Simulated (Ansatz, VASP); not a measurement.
# SiO2 in two plane-wave programs

Wanted: the spread between two codes on one cell, functional and k mesh. The cell is taken from a series of runs on this material, whose earlier steps may have relaxed, scaled, displaced or heated it; both programs get it as it stands.

Method: plane waves, with VASP 6.6.1 beside it; G0W0 gap at PBE0 form with 90 % exact exchange with an exact-exchange share of 0.9, in Ansatz 0.2.0.

### 1. Starting point

Symmetry: P3_221, No. 154, trigonal system. The conventional cell has a = 4.916 Å, b = 4.916 Å, c = 5.408 Å, α = 90.00°, β = 90.00°, γ = 120.00°. Si has 4 O at 1.61 Å nearest. O has 2 Si at 1.61 Å nearest. Farther neighbours and most contacts between anions are not listed.

Structure file:

```cif
data_structure
_symmetry_space_group_name_H-M 'P 1'
_symmetry_Int_Tables_number 1
_cell_length_a 4.9164
_cell_length_b 4.9164
_cell_length_c 5.4084
_cell_angle_alpha 90.000
_cell_angle_beta 90.000
_cell_angle_gamma 120.000
_cell_volume 113.21
loop_
_atom_site_label
_atom_site_type_symbol
_atom_site_fract_x
_atom_site_fract_y
_atom_site_fract_z
_atom_site_occupancy
Si1 Si 0.46973 0.00000 0.66667 1
Si2 Si 0.00000 0.46973 0.33333 1
Si3 Si 0.53027 0.53027 0.00000 1
O4 O 0.41354 0.26758 0.78558 1
O5 O 0.73242 0.14596 0.45225 1
O6 O 0.85404 0.58646 0.11891 1
O7 O 0.26758 0.41354 0.21442 1
O8 O 0.14596 0.73242 0.54775 1
O9 O 0.58646 0.85404 0.88109 1
```

### 2. Ansatz: G0W0 gap, PBE0 form with 90 % exact exchange with an exact-exchange share of 0.9

Ansatz runs on its PAW soft_1 files.

Quasiparticle shifts depend on high empty states and on the cores, so they are the hardest test of two PAW sets.

Contents of input.yaml:

```yaml
crystal:
  lattice:
    - [4.91636, 0.0, 0.0]
    - [-2.45818, 4.2576926541, 0.0]
    - [0.0, 0.0, 5.4084]
  atoms:
    - { symbol: Si, position: [0.46973, 0.0, 0.6666666667] }
    - { symbol: Si, position: [0.0, 0.46973, 0.3333333333] }
    - { symbol: Si, position: [0.53027, 0.53027, 0.0] }
    - { symbol: O, position: [0.41354, 0.26758, 0.78558] }
    - { symbol: O, position: [0.73242, 0.14596, 0.4522466667] }
    - { symbol: O, position: [0.85404, 0.58646, 0.1189133333] }
    - { symbol: O, position: [0.26758, 0.41354, 0.21442] }
    - { symbol: O, position: [0.14596, 0.73242, 0.5477533333] }
    - { symbol: O, position: [0.58646, 0.85404, 0.8810866667] }
kpoints:
  mp_grid: { grid: [6, 6, 2] }
hamiltonian:
  xc: { exchange: pbe, correlation: pbe, exx: { coeff: 0.9 } }
  pseudopotentials: { kind: paw, azcp: { folder: soft_1 } }
scf:
  occupations: { method: fixed }
gw:
  n_empty_bands: 472
  ecut_chi: 150.0
  qp_bands: [v3, c3]
  qp_kpoints: band_edges
  screening: { model: contour_deformation }
```

The run is started by

```sh
ansatz run input.yaml --threads 3 --pin off --max-ram 92160MiB --backend cuda --events-out ev --progress --plain --runs-dir out --devices 1 --max-vram 13GiB
```

Numbers of over 12 decimals in the logs are rounded to 6 here.

Output:

```text
GPUs: using 1 of 1 available (devices: 1).
Engine: ansatz 0.2.0, x86_64-unknown-linux-gnu
Pseudopotentials: kind: paw
Pseudopotential: Si, paw, valence charge 4, recommended cutoff 420 eV (normal), soft_1/Si.paw.azcp
Pseudopotential: O, paw, valence charge 6, recommended cutoff 420 eV (normal), soft_1/O.paw.azcp
Functional definition: unnamed
  parameter a_1 = 0.9
  exchange = (1 - a_1)*pbe_x + a_1*exact_x
  correlation = pbe_c
davidson cushion auto → on  (no smearing: the cushion is to keep the highest requested band from converging to the state above it; pin scf.eigensolver.cushion to override)
device memory: the entry about to start is reckoned to put 1.8 GiB on a device that reports 58.6 GiB free (of which the cap on the GPU budget leaves the run 13.0 GiB)
GPU FFT provider: cuFFT
GPU libraries: cuBLAS 13.8.2, cuFFT 12.4.0, cuSOLVER 12.3.4
Crystal: 9 atoms, lattice volume = 113.211 Å³
Basis set: ecut = 420 eV, 2209 PW (Γ)
Bands: 33, of which v1, the nominal top of the filled ones, is band 24 counted from 1 (23 counted from 0)
Symmetry: 6 space group operations
Space group: P3221 (ITA 154), of the structure as read, at distance tolerance 4.8e-5 Å
k-points: 14 of 72 (time reversal used)
Non-local potential: Si, projectors of the file, l = 0: 2, l = 1: 2, l = 2: 1
Non-local potential: O, projectors of the file, l = 0: 2, l = 1: 2, l = 2: 1
PAW form: soft (Blöchl's): semilocal exchange-correlation on the pseudo side does not see the compensation charge
PAW frozen core: Si, regenerated for the run's functional, and the local potential with it (the file was generated under x = pbe(κ = 0.804, μ = 0.219515), c = pbe(β = 0.066725))
PAW frozen core: O, regenerated for the run's functional, and the local potential with it (the file was generated under x = pbe(κ = 0.804, μ = 0.219515), c = pbe(β = 0.066725))
PAW one-centre angular grid: Si, 110 points (default); XC on 64 Gauss nodes
PAW one-centre angular grid: O, 110 points (default); XC on 64 Gauss nodes
Initial density: superposition of atomic densities (chi_scale 0.1, normalization cell, long waves kept (reshape's long-wave potential 0.01 eV rms))
Initial wavefunctions: pseudopotential atomic-orbital guess
GPU buffer pool allocated for 51840 grid points (all kernels)
GPU transforms: local potential and band sums: pruned to the plane-wave sphere, on 36×36×40
Functional: x = pbe(κ = 0.804, μ = 0.219515), c = pbe(β = 0.066725), warm-up for x = 0.1 pbe(κ = 0.804, μ = 0.219515) + 0.9 exact, c = pbe(β = 0.066725)
SCF iter   1: F=—  HF=-5327.192631 eV  |F-HF|=—  |Δ(HF+E_count)|=         —  Δρ=1.36e-1  dr2=1.86e1  ethr=1.00e-1  ⟨swp⟩=5.1  Hψ=1693  notcnv=0
preconditioner: auto → none  [insulator: Δε(μ)=7.404 eV  Ē_g=18.272 eV  n_scr=22 (ndim 8)  ℏωp=24.2 eV  f_vac=0.003]
SCF iter   2: F=—  HF=-5322.625553 eV  |F-HF|=—  |Δ(HF+E_count)|=    4.57e0  Δρ=6.82e-2  dr2=2.20e0  ethr=3.87e-2  ⟨swp⟩=3.5  Hψ=1349  notcnv=0  defer=1
SCF iter   3: F=—  HF=-5322.088760 eV  |F-HF|=—  |Δ(HF+E_count)|=   5.37e-1  Δρ=2.19e-2  dr2=2.26e-1  ethr=4.58e-3  ⟨swp⟩=3.2  Hψ=1209  notcnv=0  defer=1
iter 4 solved again at ethr=2.08e-5 eV; its pass at ethr=4.70e-4 eV (dr2=9.99e-3 eV) is discarded
SCF iter   4: F=—  HF=-5322.135729 eV  |F-HF|=—  |Δ(HF+E_count)|=   4.70e-2  Δρ=3.15e-3  dr2=1.07e-2  ethr=2.08e-5  ⟨swp⟩=4.1  Hψ=2451  notcnv=0  defer=2
SCF iter   5: F=-5322.131341 eV  HF=-5322.132318 eV  |F-HF|=9.76e-4  |Δ(HF+E_count)|=   3.41e-3  Δρ=1.19e-3  dr2=1.49e-3  ethr=2.08e-5  ⟨swp⟩=2.4  Hψ=1036  notcnv=0
SCF 1 stopped early in 5 iterations: F = -5322.131341 eV  dr2 = 1.49e-3
  greatest PAW one-centre occupation: 0.861 electrons in one spin orbital (limit 2), on the O atom at site 6 (counted from 0), in its partial waves of l = 0
device memory: the entry about to start is reckoned to put 2.3 GiB on a device that reports 61.0 GiB free (of which the cap on the GPU budget leaves the run 13.0 GiB)
GPU FFT provider: cuFFT
GPU libraries: cuBLAS 13.8.2, cuFFT 12.4.0, cuSOLVER 12.3.4
Initial density: handed on by an earlier stage of this run
Initial wavefunctions: those handed on with the density
GPU buffer pool allocated for 51840 grid points (all kernels)
GPU transforms: local potential and band sums: pruned to the plane-wave sphere, on 36×36×40
Functional: x = 0.1 pbe(κ = 0.804, μ = 0.219515) + 0.9 exact, c = pbe(β = 0.066725)
Exchange kernel: α = 0.9000, full range, Wigner–Seitz truncation, v(0) = 12799.9232 eV·Å³, q-mesh 6×6×2, nearest image of the exchange supercell L = 10.82 Å, pair-density grid 25×25×30, without the augmentation charges, whose exchange is taken in its separable form by FFT convolution over the k-point mesh (sized by the pseudopotential files, 30×30×40 at the most), smooth part of the exact exchange by density-matrix convolution in up to 2.63 GiB of GPU memory as planned if the GPU has room (build and FFT work areas not counted)
Frozen-core exchange: fock
[...]
k-point 1: bands = [... 20 lower, -5.3505, -4.2719, -4.2719, -4.1302, 13.7454, 13.7454, 14.7070, 16.0869, ... 2 higher]
  k-point 2: bands = [... 20 lower, -5.1930, -4.9348, -4.3089, -4.2585, 12.0393, 15.3230, 15.3978, 15.9769, ... 2 higher]
  k-point 13: bands = [... 20 lower, -5.0741, -4.8726, -4.6920, -4.6920, 15.6062, 15.6062, 15.9520, 16.1876, ... 2 higher]
  guard bands above this table: 3 of the run's 33 bands. The solve was not asked for them (output.publish_guard_bands: true or output.eigenvalues: true publishes all)
--- G₀W₀: contour deformation, 5 samples at zero and on the imaginary axis and 1 off it, 72 q-points, 472 empty bands' worth ---
  eigenvalues of the whole cell's RPA ε∞ on this k-mesh (on a slab, of 1 + 4πα/V) = 1.6712, 1.6712, 1.6798; static W/v taken at q = 0 is 0.595338
  bands read: the sum over 496 bands ends inside a degenerate multiplet in 2 slots, whose members it reads at an even weight; the widest, k=0: bands 496 to 497 (counted from 1) at 1/2 each
  gw.qp_kpoints: band_edges: 14 of 14 stored k-points solved, in 1 pass; an edge of the gap read off the rows below is read off those points alone
    ik  band        ε_KS         Σx   Σc(E_QP)       V_xc       Z   E_QP_lin       E_QP  E_QP is
     0    22     -4.8292   -26.5782     2.4342   -27.1557  0.8973    -1.8358    -1.8175  root
     0    23     -4.3538   -26.5454     2.4133   -27.1210  0.8977    -1.3826    -1.3649  root
     0    24     -4.3538   -26.5454     2.4133   -27.1210  0.8977    -1.3826    -1.3649  root
     0    25     11.5834    -5.7946    -2.4587    -7.3688  0.9343    10.7000    10.6988  root
     0    26     15.2777    -4.9502    -2.6463    -6.6554  0.9316    14.3379    14.3366  root
     0    27     15.2777    -4.9502    -2.6463    -6.6554  0.9316    14.3379    14.3366  root
     1    22     -4.2719   -26.8457     2.4351   -27.4206  0.8975    -1.2798    -1.2620  root
     1    23     -4.2719   -26.8457     2.4351   -27.4206  0.8975    -1.2798    -1.2620  root
     1    24     -4.1302   -26.8147     2.4292   -27.3939  0.8975    -1.1397    -1.1219  root
     1    25     13.7454    -6.1931    -2.4721    -7.7707  0.9309    12.8521    12.8508  root
     1    26     13.7454    -6.1931    -2.4721    -7.7707  0.9309    12.8521    12.8508  root
     1    27     14.7070    -3.2720    -2.6086    -4.9037  0.9369    13.7315    13.7300  root
     2    22     -4.9348   -26.4592     2.4259   -27.0350  0.8975    -1.9512    -1.9330  root
     2    23     -4.3089   -26.6503     2.4213   -27.2248  0.8976    -1.3309    -1.3131  root
     2    24     -4.2585   -26.6590     2.4184   -27.2346  0.8977    -1.2822    -1.2645  root
     2    25     12.0393    -5.8896    -2.4581    -7.4647  0.9335    11.1573    11.1562  root
     2    26     15.3230    -5.2130    -2.6656    -6.9366  0.9311    14.3824    14.3810  root
     2    27     15.3978    -5.0416    -2.6771    -6.7671  0.9313    14.4476    14.4462  root
     3    22     -4.4160   -26.7363     2.4356   -27.3103  0.8973    -1.4244    -1.4064  root
     3    23     -4.3677   -26.7472     2.4317   -27.3217  0.8975    -1.3793    -1.3614  root
     3    24     -4.1618   -26.8145     2.4254   -27.3940  0.8976    -1.1747    -1.1569  root
     3    25     13.9881    -5.9911    -2.4842    -7.5692  0.9311    13.0832    13.0819  root
     3    26     14.0328    -6.2573    -2.4942    -7.8486  0.9303    13.1311    13.1298  root
     3    27     14.9330    -3.4588    -2.6073    -5.0885  0.9362    13.9568    13.9553  root
[...]
12    26     14.8924    -5.7777    -2.5489    -7.4071  0.9301    13.9743    13.9729  root
    12    27     15.4344    -6.3908    -2.5158    -8.0142  0.9281    14.5432    14.5419  root
    13    22     -4.8726   -26.4802     2.4113   -27.0560  0.8977    -1.9034    -1.8856  root
    13    23     -4.6920   -26.3879     2.4159   -26.9640  0.8975    -1.7180    -1.7000  root
    13    24     -4.6920   -26.3879     2.4159   -26.9640  0.8975    -1.7180    -1.7000  root
    13    25     15.6062    -4.5561    -2.5263    -6.1359  0.9330    14.6611    14.6596  root
    13    26     15.6062    -4.5561    -2.5263    -6.1359  0.9330    14.6611    14.6596  root
    13    27     15.9520    -9.4187    -3.0341   -11.4676  0.9205    14.9684    14.9668  root
```

Reading the cycles: dr2 is the Hartree energy of the density residual (eV), the measure of convergence; HF is the Harris–Foulkes estimate of the energy, which meets the free energy F at convergence.

(Part 1 of 2 ends here.)

[Lines on the potential files, build, host, timing and source positions are cut from VASP's logs without a mark.]

[Logs are printed without paths, hosts, clocks, repeated set-up lines and the standing remarks that a program may print on its own settings, such as how far it seeks lower states.]

[Hosts, paths, dates, database ids (printed as entryN), source tags and the programs' standing remarks are cut or masked in the printed files.]
